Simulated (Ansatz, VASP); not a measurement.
# Cu22Si (S5(210) boundary in fcc Cu with Si (substitutional)): VASP beside Ansatz

Aim: how closely do two programs agree when they are given the same cell, functional and k mesh? Of the first pair: The structure shown is the start of the Ansatz relaxation below; VASP solves that cell, so the two are compared at the walk's first step.

Program: Ansatz 0.2.0. Level of theory: plane waves, with VASP 6.6.1 beside it; single point at PBE. Results are calculated unless marked as measured.

## 1. Starting point

The cell holds 23 atoms: 22 Cu and 1 Si. Cell: a = 4.427 Å, b = 3.615 Å, c = 29.592 Å, α = 90.0°, β = 90.0°, γ = 65.9°. It derives from Cu. As first built, before any earlier steps moved the atoms (in the runner's words): plane [2, 1, 0]; removed 2; opened 0. Vacuum lies along c.

## 2. Ansatz: relaxation, PBE

Ansatz runs on its PAW soft_1 files.

The two programs are compared at the cell with which this relaxation starts, whose forces are those of its first step.

The input, input.yaml:

```yaml
crystal:
  lattice:
    - [4.4274037203, 0.0, 0.0]
    - [1.4758012401, 3.2999918941, 0.0]
    - [0.0, 0.0, 29.5915814808]
  atoms:
    - { symbol: Cu, position: [1.0e-10, 0.9999999999, 0.1689669747] }
    - { symbol: Cu, position: [0.6000000001, 0.6999999999, 0.1962831771] }
    - { symbol: Cu, position: [0.2000000001, 0.3999999999, 0.2235993796] }
    - { symbol: Cu, position: [0.8000000001, 0.0999999999, 0.250915582] }
    - { symbol: Cu, position: [0.4000000001, 0.7999999999, 0.2782317844] }
    - { symbol: Cu, position: [1.0e-10, 0.5, 0.3055479868] }
    - { symbol: Cu, position: [0.6000000001, 0.2, 0.3328641892] }
    - { symbol: Cu, position: [0.2, 0.9, 0.3601803916] }
    - { symbol: Cu, position: [0.8, 0.6, 0.3874965941] }
    - { symbol: Cu, position: [0.4, 0.3, 0.4148127965] }
    - { symbol: Si, position: [0.0, 0.0, 0.4421289989] }
    - { symbol: Cu, position: [0.8, 0.6, 0.4967614037] }
    - { symbol: Cu, position: [0.2, 0.9, 0.5240776062] }
    - { symbol: Cu, position: [0.6000000001, 0.2, 0.5513938086] }
    - { symbol: Cu, position: [1.0e-10, 0.5, 0.578710011] }
    - { symbol: Cu, position: [0.4000000001, 0.7999999999, 0.6060262134] }
    - { symbol: Cu, position: [0.8000000001, 0.0999999999, 0.6333424158] }
    - { symbol: Cu, position: [0.2000000001, 0.3999999999, 0.6606586182] }
    - { symbol: Cu, position: [0.6000000001, 0.6999999999, 0.6879748207] }
    - { symbol: Cu, position: [1.0e-10, 0.9999999999, 0.7152910231] }
    - { symbol: Cu, position: [0.4000000002, 0.2999999999, 0.7426072255] }
    - { symbol: Cu, position: [0.8000000002, 0.5999999999, 0.7699234279] }
    - { symbol: Cu, position: [0.2000000002, 0.8999999999, 0.7972396303] }
kpoints:
  mp_grid: { grid: [7, 7, 1] }
hamiltonian:
  xc: pbe
  pseudopotentials: { kind: paw, azcp: { folder: soft_1 } }
scf:
  occupations: { method: fermi_dirac, width: 0.1 }
relax:
  f_tol: 0.03
  max_steps: 80
  constraints: [{ sites: [0, 1, 2, 3] }]
```

Started as:

```sh
> ansatz run input.yaml --threads 4 --pin off --max-ram 15360MiB --backend cpu --events-out ev --progress --plain --runs-dir out
```

Numbers of over 12 decimals in the logs are rounded to 6 here.

Log:

```text
Engine: ansatz 0.2.0, aarch64-unknown-linux-gnu
Pseudopotentials: kind: paw
Pseudopotential: Cu, paw, valence charge 19, recommended cutoff 420 eV (normal), soft_1/Cu.paw.azcp
Pseudopotential: Si, paw, valence charge 4, recommended cutoff 420 eV (normal), soft_1/Si.paw.azcp
Functional definition: PBE
  parameter kappa = 0.804
  parameter beta = 0.066725
  exchange = pbe_x(kappa = kappa, mu = beta*pi^2/3)
  correlation = pbe_c(beta = beta)
Crystal: 23 atoms, lattice volume = 432.345 Å³
Basis set: ecut = 420 eV, 8449 PW (Γ), exchange–correlation on 60×50×400 points (8 copies of the dense FFT grid, shifted against one another)
Bands: 254, of which v1, the nominal top of the filled ones, is band 211 counted from 1 (210 counted from 0)
Symmetry: 2 space group operations
Space group: Cm (ITA 8), of the structure as read, at distance tolerance 7.6e-5 Å
k-points: 16 of 49 (time reversal used)
Non-local potential: Cu, projectors of the file, l = 0: 3, l = 1: 2, l = 2: 3, l = 3: 1
Non-local potential: Si, projectors of the file, l = 0: 2, l = 1: 2, l = 2: 1
PAW form: soft (Blöchl's): semilocal exchange-correlation on the pseudo side does not see the compensation charge
PAW one-centre angular grid: Cu, 590 points (default); XC on 64 Gauss nodes
PAW one-centre angular grid: Si, 110 points (default); XC on 64 Gauss nodes
Initial density: superposition of atomic densities (neutral atoms: chi_scale 0, normalization atom)
Initial wavefunctions: pseudopotential atomic-orbital guess
Functional: x = pbe(κ = 0.804, μ = 0.219515), c = pbe(β = 0.066725)
SCF iter   1: F=—  HF=-146405.903892 eV  |F-HF|=—  |Δ(HF+E_count)|=         —  Δρ=2.07e-1  dr2=1.16e2  ethr=3.10e-3  ⟨swp⟩=6.0  Hψ=15701  notcnv=0  defer=162
preconditioner: auto → LDOS  [metal: Δε(μ)=0.004 eV  Ē_g=7.892 eV  σ=0.100 eV  W_gap=0.01  n_scr=142 (ndim 8)  ℏωp=28.0 eV  f_vac=0.321  D(μ)=11.37/eV (n_scr^D=94)  β→1.0]
SCF iter   2: F=—  HF=-146525.644945 eV  |F-HF|=—  |Δ(HF+E_count)|=    1.20e2  Δρ=4.12e-1  dr2=4.24e2  ethr=3.10e-3  ⟨swp⟩=4.0  Hψ=12787  notcnv=0  defer=410  recentre
SCF iter   3: F=—  HF=-146387.757813 eV  |F-HF|=—  |Δ(HF+E_count)|=    1.38e2  Δρ=5.71e-2  dr2=1.08e1  ethr=3.10e-3  ⟨swp⟩=4.0  Hψ=10610  notcnv=0  defer=450
SCF iter   4: F=—  HF=-146386.552253 eV  |F-HF|=—  |Δ(HF+E_count)|=    1.21e0  Δρ=2.93e-2  dr2=2.15e0  ethr=2.55e-3  ⟨swp⟩=2.1  Hψ=6695  notcnv=0  defer=440
SCF iter   5: F=—  HF=-146386.156956 eV  |F-HF|=—  |Δ(HF+E_count)|=   3.95e-1  Δρ=5.93e-3  dr2=1.87e-1  ethr=5.09e-4  ⟨swp⟩=2.0  Hψ=8178  notcnv=0  defer=448
SCF iter   6: F=—  HF=-146386.164661 eV  |F-HF|=—  |Δ(HF+E_count)|=   7.71e-3  Δρ=2.85e-3  dr2=2.84e-2  ethr=4.43e-5  ⟨swp⟩=2.1  Hψ=5319  notcnv=0  defer=448
SCF iter   7: F=—  HF=-146386.165626 eV  |F-HF|=—  |Δ(HF+E_count)|=   9.65e-4  Δρ=8.33e-4  dr2=2.90e-3  ethr=6.73e-6  ⟨swp⟩=2.0  Hψ=5476  notcnv=0  defer=448
SCF iter   8: F=—  HF=-146386.166739 eV  |F-HF|=—  |Δ(HF+E_count)|=   1.11e-3  Δρ=4.92e-4  dr2=9.92e-4  ethr=6.88e-7  ⟨swp⟩=2.0  Hψ=5852  notcnv=0  defer=448
SCF iter   9: F=—  HF=-146386.166777 eV  |F-HF|=—  |Δ(HF+E_count)|=   3.83e-5  Δρ=2.26e-4  dr2=3.33e-4  ethr=2.35e-7  ⟨swp⟩=2.0  Hψ=4896  notcnv=0  defer=448
SCF iter  10: F=—  HF=-146386.166781 eV  |F-HF|=—  |Δ(HF+E_count)|=   4.22e-6  Δρ=8.62e-5  dr2=3.51e-5  ethr=7.89e-8  ⟨swp⟩=2.0  Hψ=5421  notcnv=0  defer=448
SCF iter  11: F=-146386.166780 eV  HF=-146386.166784 eV  |F-HF|=4.16e-6  |Δ(HF+E_count)|=   2.67e-6  Δρ=4.90e-5  dr2=8.68e-6  ethr=5.33e-9  ⟨swp⟩=4.0  Hψ=12727  notcnv=0
SCF 1 converged in 11 iterations: F = -146386.166780 eV  dr2 = 8.68e-6
  greatest PAW one-centre occupation: 1.000 electrons in one spin orbital (limit 2), on the Cu atom at site 0 (counted from 0), in its partial waves of l = 0
relax step   1: F+E_penalty+E_count = -146386.16677983 eV  Δ(F+E_penalty+E_count) = +0.000e0 eV  max|allowed force component| = 7.009e-1 eV/Å  Δτ_max = 0.0000 Å  (11 SCF iters, dr2 threshold 2.25e-5 eV, accepted)
[...]
relax step   6: F+E_penalty+E_count = -146386.77406603 eV  Δ(F+E_penalty+E_count) = -4.115e-7 eV  max|allowed force component| = 2.765e-2 eV/Å  Δτ_max = 0.0000 Å  (4 SCF iters, accepted)
[...]
relax step   7: F+E_penalty+E_count = -146386.77595286 eV  Δ(F+E_penalty+E_count) = -1.887e-3 eV  max|allowed force component| = 2.499e-2 eV/Å  Δτ_max = 0.0735 Å  (11 SCF iters, accepted)
[...]
relax step   8: F+E_penalty+E_count = -146386.77667033 eV  Δ(F+E_penalty+E_count) = -7.175e-4 eV  max|allowed force component| = 1.907e-2 eV/Å  Δτ_max = 0.0344 Å  (9 SCF iters, accepted)
SCF converged after 9 iterations
Free energy (F): -146386.776670 eV
Harris-Foulkes:  -146386.776670 eV  (|F-HF|=3.13e-8)
Internal energy: -146386.524207 eV  (E = F + TS)
E sigma→0 (E₀):  -146386.650439 eV
Entropy (-TS):   -0.252463 eV (-10.977 meV/atom)
Fermi energy:    8.631806 eV
--- Per-component energies (eV) ---
  E_band       = -11278.937384
  E_kinetic    = 5791.993566
  E_local      = -752863.717490  (includes V_loc(G=0)·N_el)
  E_nonlocal   = 19620.909913
  E_hartree    = 367254.968725
  E_xc         = -1566.554624
  E_vxc        = -1997.009847  (∫ρ·V_xc dr)
  E_paw        = -40457.020748  (= ΣΔE_a)
  E_vpaw       = -16341.124593  (= ΣTr[D̂ρ^β])
  E_aug_tail   = 0.021702  (compensation charges beyond the density's cutoff)
  E_ewald      = 255832.874748
  E_smearing   = -0.252463  (= −TS)
  E_closure    = -0.000000  (closes the sum)
  Σ components = -146386.776670   (vs F -146386.776670, Δ=0.00e0)
--- Forces (eV/Å), atoms counted from 1 ---
  atom   1  Cu    -0.02486959     0.01112202     0.52575675
  atom   2  Cu     0.02017507    -0.00902256    -0.07296463
  atom   3  Cu     0.01713995    -0.00766522    -0.34765975
  atom   4  Cu    -0.02362482     0.01056534    -0.12050787
  atom   5  Cu     0.00147025    -0.00065751    -0.00511548
  atom   6  Cu    -0.00642207     0.00287204     0.01011587
  atom   7  Cu     0.01343998    -0.00601054     0.00579992
  atom   8  Cu    -0.01907082     0.00852873     0.00591342
  atom   9  Cu     0.01078005    -0.00482098    -0.00762303
  atom  10  Cu    -0.01199399     0.00536388    -0.00055888
  atom  11  Si     0.01077609    -0.00481922     0.00295669
  atom  12  Cu     0.00279117    -0.00124825     0.01895592
  atom  13  Cu    -0.00237622     0.00106268     0.00247697
  atom  14  Cu     0.00536526    -0.00239942    -0.00755588
  atom  15  Cu    -0.00065029     0.00029082    -0.01477475
  atom  16  Cu    -0.00269831     0.00120672    -0.01175878
  atom  17  Cu     0.00140192    -0.00062696    -0.00248453
  atom  18  Cu     0.00034080    -0.00015241    -0.00045336
  atom  19  Cu     0.00167010    -0.00074689     0.00284509
  atom  20  Cu     0.00303034    -0.00135521     0.00645239
  atom  21  Cu    -0.00125583     0.00056162     0.00675145
  atom  22  Cu     0.00270212    -0.00120842     0.00341027
  atom  23  Cu     0.00192040    -0.00085883     0.00000902
  max |Σ_I F_I| component: 4.15e-5 eV/Å
--- Relaxed structure (8 steps of the walk, 8 accepted, 0 SCFs on fresh bases) ---
  F+E_penalty+E_count = -146386.77667033 eV   max|allowed force component| = 1.907e-2 eV/Å
  atoms:
    - { symbol: Cu, position: [9.999989725173464e-11, 1.000000, 0.1689669747] }
    - { symbol: Cu, position: [0.6000000001, 0.700000, 0.1962831771] }
    - { symbol: Cu, position: [0.2000000001, 0.400000, 0.223599] }
    - { symbol: Cu, position: [0.800000, 0.100000, 0.250916] }
    - { symbol: Cu, position: [0.401913, 0.799043, 0.279311] }
    - { symbol: Cu, position: [0.000914742, 0.499543, 0.306238] }
    - { symbol: Cu, position: [0.604269, 0.197865, 0.334387] }
    - { symbol: Cu, position: [0.211189, 0.894406, 0.360954] }
    - { symbol: Cu, position: [0.796758, 0.601621, 0.389766] }
    - { symbol: Cu, position: [0.404494, 0.297753, 0.435997] }
    - { symbol: Si, position: [0.000390161, -0.00019508, 0.434499] }
    - { symbol: Cu, position: [0.802437, 0.598781, 0.479490] }
    - { symbol: Cu, position: [0.215963, 0.892019, 0.508016] }
    - { symbol: Cu, position: [0.607553, 0.196224, 0.534644] }
    - { symbol: Cu, position: [0.00581071, 0.497095, 0.562904] }
    - { symbol: Cu, position: [0.407276, 0.796362, 0.590024] }
    - { symbol: Cu, position: [0.805280, 0.097360, 0.617997] }
    - { symbol: Cu, position: [0.204951, 0.397525, 0.645272] }
    - { symbol: Cu, position: [0.600828, 0.699586, 0.672588] }
    - { symbol: Cu, position: [-0.000690912, 1.000345, 0.699922] }
    - { symbol: Cu, position: [0.405634, 0.297183, 0.729271] }
    - { symbol: Cu, position: [0.801317, 0.599342, 0.755107] }
    - { symbol: Cu, position: [0.197183, 0.901409, 0.778599] }
```

The column dr2 measures how far the density is from self-consistency, as an energy; F and HF (Harris–Foulkes) agree once it is small.

[end of part 1 of 3]

[Lines on the potential files, build, host, timing and source positions are cut from VASP's logs without a mark.]

[Logs are printed without paths, hosts, clocks, repeated set-up lines and the standing remarks that a program may print on its own settings, such as how far it seeks lower states.]

[Hosts, paths, dates, database ids (printed as entryN), source tags and the programs' standing remarks are cut or masked in the printed files.]
